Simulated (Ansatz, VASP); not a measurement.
This is a calculation of Be4CuSi for Ansatz 0.2.0. The cell comes from a database or a generator and needn't be the stable form of this composition.

Contents of input.yaml:

```yaml
crystal:
  lattice:
    - [0.0, 3.059272, 3.059272]
    - [3.059272, 0.0, 3.059272]
    - [3.059272, 3.059272, 0.0]
  atoms:
    - { symbol: Cu, position: [0.25, 0.25, 0.25] }
    - { symbol: Si, position: [0.0, 0.0, 0.0] }
    - { symbol: Be, position: [0.12494399, 0.62501867, 0.62501867] }
    - { symbol: Be, position: [0.62501867, 0.62501867, 0.62501867] }
    - { symbol: Be, position: [0.62501867, 0.62501867, 0.12494399] }
    - { symbol: Be, position: [0.62501867, 0.12494399, 0.62501867] }
hamiltonian:
  xc: pbe
  pseudopotentials: { kind: paw }
kpoints:
  mp_grid: { grid: [8, 8, 8] }
scf:
  occupations: { method: fermi_dirac, width: 0.05 }
output:
  forces: true
  stress: true
  eigenvalues: true
  write_density: true
  write_potential: true
  elf: true
  volumetric_format: npy
```

Potentials or basis: Ansatz PAW.

The run is started by

```sh
$ ansatz run input.yaml --threads 2 --pin off --max-ram 5120MiB --backend cpu --events-out ev --progress --plain --runs-dir out
```

Task: Set up the same calculation for VASP 6.6.1. Potentials or basis there: PBE PAW files Be, Cu, Si, 520 eV.

Result: As run (cutoffs and basis follow the program's own potentials, and thresholds, step limits or extra output files can differ):

Contents of INCAR:

```
SYSTEM = Be4CuSi
PREC = Accurate
ENCUT = 520
EDIFF = 1E-7
ISMEAR = -1
SIGMA = 0.05
LREAL = .FALSE.
LASPH = .TRUE.
NELM = 60
ALGO = Normal
ISIF = 2
LWAVE = .FALSE.
LCHARG = .TRUE.
GGA = PE
LELF = .TRUE.
LVHAR = .TRUE.
NBANDS = 20
```

KPOINTS

```
regular mesh
0
G
  8 8 8
  0 0 0
```

Contents of POSCAR:

```
Be4CuSi
1.0
    0.0000000000      3.0592720000      3.0592720000
    3.0592720000      0.0000000000      3.0592720000
    3.0592720000      3.0592720000      0.0000000000
Cu Si Be
1 1 4
Direct
    0.2500000000      0.2500000000      0.2500000000
    0.0000000000      0.0000000000      0.0000000000
    0.1249439900      0.6250186700      0.6250186700
    0.6250186700      0.6250186700      0.6250186700
    0.6250186700      0.6250186700      0.1249439900
    0.6250186700      0.1249439900      0.6250186700
```

Potentials or basis: VASP PAW PBE potentials, release 64 (Cu, Si, Be).

Launch:

```bash
$ cat potpaw_PBE.64/Cu/POTCAR potpaw_PBE.64/Si/POTCAR potpaw_PBE.64/Be/POTCAR > POTCAR
$ mpirun -np 1 vasp_std > vasp.out
```

Both were run:

|  | Ansatz | VASP |
| --- | --- | --- |
| Pressure | -0.4 GPa | -0.3 GPa |

Ansatz's pressure holds a Pulay term of +0.06 GPa for its cutoff of 420 eV, which the other run lacks.

The potentials hold 31 and 23 valence electrons a cell.

Where Ansatz's input types no cutoff or centring, it takes its own default and a Γ-centred mesh.

Pressure is positive in compression.
